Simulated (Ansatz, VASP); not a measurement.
# SnTe in two plane-wave programs, part 2 of 2

Aim: how closely do two programs agree when they are given the same cell, functional and k mesh? The cell is taken from a series of runs on this material, whose earlier steps may have relaxed, scaled, displaced or heated it; both programs get it as it stands.

VASP 6.6.1 and Ansatz 0.2.0.

So far: The structure; VASP: zone-centre phonons, PBEsol, pair 1; Ansatz: zone-centre phonons, PBEsol, pair 1; Comparison.

### 5. VASP: zone-centre phonons, PBEsol, pair 2

Level of this step: PBEsol; plane waves and PAW (Sn_d, Te) (VASP).

Second derivatives magnify differences that forces hide, and they need a tight electronic threshold. The cell compared in this pair holds 57.37 Å³, against 62.16 Å³ for the pair before.

The input, INCAR:

```
SYSTEM = SnTe
PREC = Accurate
ENCUT = 500
EDIFF = 1E-08
NELM = 120
ISMEAR = 0
SIGMA = 0.01
LREAL = .FALSE.
ALGO = Normal
GGA = PS
NBANDS = 16
LORBIT = 11
LWAVE = .FALSE.
LCHARG = .FALSE.
ISIF = 2
IBRION = 8
LASPH = .TRUE.
GGA_COMPAT = .FALSE.
KPAR = 2
```

The input, POSCAR:

```
SnTe
1.0
    0.0000000000      3.0183658080      3.1485272344
    3.0183658080      0.0000000000      3.1485272344
    3.0183658080      3.0183658080      0.0000000000
Sn Te
1 1
Direct
    0.0000000000      0.0000000000      0.0000000000
    0.5000000000      0.5000000000      0.5000000000
```

The input, KPOINTS:

```
Automatic mesh
0
Gamma
12 12 12
0 0 0
```

Potentials, in the order of the species: Sn_d and Te (PBE family, release 64).

On the command line:

```
> mpirun -np 2 vasp_std
```

Numbers of over 12 decimals in the logs are rounded to 6 here.

Output:

```text
[banner, memory and clock lines left out]
running    2 mpi-ranks, on    1 nodes
[...]
[... a notice as in an earlier step ...]

 LDA part: xc-table for (Slater+PW92), standard interpolation
 POSCAR, INCAR and KPOINTS ok, starting setup
[...]
entering main loop
       N       E                     dE             d eps       ncg     rms          rms(c)
DAV:   1     0.121201091311E+03    0.12120E+03   -0.94896E+03  5264   0.144E+03
DAV:   2     0.169489332165E+01   -0.11951E+03   -0.11684E+03  5608   0.349E+02
DAV:   3    -0.802127884437E+01   -0.97162E+01   -0.96464E+01  6688   0.869E+01
DAV:   4    -0.826841068088E+01   -0.24713E+00   -0.24708E+00  6224   0.151E+01
[...]
DAV:  14    -0.823682907075E+01   -0.81945E-07   -0.64449E-09  3960   0.484E-04    0.253E-04
DAV:  15    -0.823682908274E+01   -0.11991E-07   -0.13208E-09  3648   0.435E-04    0.118E-04
DAV:  16    -0.823682907922E+01    0.35184E-08   -0.32794E-10  3312   0.146E-04
   1 F= -.82368291E+01 E0= -.82368290E+01  d E =-.242939E-06
[...]
RMM:  10    -0.472017509791E-01   -0.30249E-07    0.32037E-07 18505   0.230E-05    0.400E-06
RMM:  11    -0.472017402311E-01    0.10748E-07    0.51796E-08 17430   0.105E-05    0.124E-06
RMM:  12    -0.472017430761E-01   -0.28450E-08   -0.33966E-09 15030   0.751E-06    0.223E-07
 first order change of Fermi-energy  -0.22058E-03
 force on displaced ion       2 direction 1 :  -1.596   0.000   0.000
 Linear response progress:
  Degree of freedom:   4/  4
       N       E                     dE             d eps       ncg     rms          rms(c)
RMM:   1    -0.465065361637E-01   -0.46507E-01    0.61210E-02 11057   0.878E-01
RMM:   2    -0.467054640659E-01   -0.19893E-03   -0.19676E-03  9730   0.224E-01    0.595E-02
RMM:   3    -0.468697353708E-01   -0.16427E-03   -0.17956E-04  9927   0.658E-02    0.425E-02
RMM:   4    -0.470985274064E-01   -0.22879E-03   -0.21370E-05  9803   0.301E-02    0.601E-03
[...]
RMM:  10    -0.471096284681E-01   -0.22438E-07    0.37576E-07 10794   0.173E-05    0.372E-06
RMM:  11    -0.471096157301E-01    0.12738E-07    0.53978E-08  9666   0.751E-06    0.129E-06
RMM:  12    -0.471096210884E-01   -0.53584E-08    0.14852E-08  7647   0.479E-06    0.234E-07
 first order change of Fermi-energy   0.22748E-03
 force on displaced ion       2 direction 3 :   0.000   0.000  -0.435
 Linear response finished
```

OUTCAR, selected parts (step 5):

```text
  Total        2.6096447      2.6096447      0.0027053      0.0000000     -0.0000000      0.0000000
  in kB       72.8804027     72.8804027      0.0755519      0.0000000     -0.0000000      0.0000000
  external PRESSURE =      48.6121191 kB  Pullay stress =       0.0000000 kB

 POSITION                                       TOTAL-FORCE (eV/Angst)
 -----------------------------------------------------------------------------------
      0.00000      0.00000      0.00000         0.000000      0.000000     -0.000000
      3.01837      3.01837      3.14853        -0.000000     -0.000000      0.000000
 -----------------------------------------------------------------------------------
    total drift:                                0.000000     -0.000000     -0.000000

[... 2 further parts left out ...]
```

### 6. Ansatz: zone-centre phonons, PBEsol, pair 2

The same cell, functional, mesh and smearing now go to Ansatz, which takes its cutoff from its data sets.

The cell is taken from a series of runs on this material, whose earlier steps may have relaxed, scaled, displaced or heated it; both programs get it as it stands.

The input, input.yaml:

```yaml
crystal:
  lattice:
    - [0.0, 3.018365808, 3.1485272344]
    - [3.018365808, 0.0, 3.1485272344]
    - [3.018365808, 3.018365808, 0.0]
  atoms:
    - { symbol: Sn, position: [0.0, 0.0, 0.0] }
    - { symbol: Te, position: [0.5, 0.5, 0.5] }
kpoints:
  mp_grid: { grid: [12, 12, 12] }
hamiltonian:
  xc: pbesol
  pseudopotentials: { kind: paw, azcp: { folder: soft_1 }, xc_functional: pbe }
scf:
  occupations: { method: gaussian, width: 0.01 }
output:
  eigenvalues: true
phonons:
  method: dfpt
```

On the command line:

```
> ansatz run input.yaml --threads 4 --pin off --max-ram 10240MiB --backend cpu --events-out ev --progress --plain --runs-dir out
```

Output:

```text
zone centre: on kpoints.mp_grid the ground state, and the responses unless they are solved on pairs of k-points, stand on 280 of the mesh's 1728 k-points, reduced under 8 symmetry operations, with k and −k counted as one. Each operation leaves every solved displacement unchanged or reverses it
[...]
Crystal: 2 atoms, lattice volume = 57.370 Å³
[...]
k-point 1: bands = [... 11 lower, 6.0681, 8.4113, 8.6243, 9.0312, 13.3925, 14.3886, 14.4049, 15.4051]
  k-point 2: bands = [... 11 lower, 5.0820, 8.4785, 8.7041, 9.5841, 12.7029, 13.5465, 13.6426, 15.4918]
  k-point 279: bands = [... 11 lower, 4.5993, 4.7361, 6.8186, 6.8186, 12.7675, 16.4097, 16.4097, 17.5160]
[...]
ASR residual: 7.998e-5 → 0.000e0 eV/Å²; symmetrization residual: 1.467e-5 eV/Å²
  ASR residual per site (eV/Å²): 8.00e-5 1.87e-5
  Γ frequencies (cm⁻¹): 0.00 0.00 0.00 42.08 82.51 82.51
[...]
[key lines of the parts left out:]
SCF converged after 8 iterations
Free energy (F): -12851.906968 eV
Fermi energy:    10.905695 eV
```

### 7. Comparison

What differs besides the data sets and the points named for the pairs above, as far as they apply: the data sets hold 30 valence electrons in Ansatz (on its PAW soft_1 files) and 20 in VASP. Total energies have different zeros and are not compared.

Both answers:

```csv
quantity,Ansatz,VASP,difference
optical mode 1 (cm⁻¹),42.1,44.0,-1.9
optical mode 2 to 3 (cm⁻¹),82.5,84.1,-1.86 %
```

Modes are paired by rising frequency, not by their patterns, so a pair may set unlike modes beside each other; they are those without the splitting of longitudinal modes.

### 8. Results

| Quantity | Value |
| --- | --- |
| r.m.s. difference of the optical zone-centre modes, each program's sorted by frequency (zone-centre phonons, PBEsol, pair 1) | 3.9 cm⁻¹ |
| r.m.s. difference of the optical zone-centre modes, each program's sorted by frequency (zone-centre phonons, PBEsol, pair 2) | 1.7 cm⁻¹ |
| difference in optical mode 2 to 3 (zone-centre phonons, PBEsol, pair 2) | -1.9 % |

What this shows: The r.m.s. difference of the optical zone-centre modes, each program's sorted by frequency is 3.9 cm⁻¹ (zone-centre phonons, PBEsol, pair 1). The data sets hold unlike numbers of valence electrons (30 in Ansatz and 20 in VASP), so part of the differences comes from the potentials. Among the rows given in per cent, the largest difference of the zone-centre phonons, PBEsol, pair 2 pair is in optical mode 2 to 3, -1.9 %. Such differences can come from data sets, numerical settings and the points named under the comparisons, not from the functional's error against experiment.

[Lines on the potential files, build, host, timing and source positions are cut from VASP's logs without a mark.]

[Logs are printed without paths, hosts, clocks, repeated set-up lines and the standing remarks that a program may print on its own settings, such as how far it seeks lower states.]

[Hosts, paths, dates, database ids (printed as entryN), source tags and the programs' standing remarks are cut or masked in the printed files.]
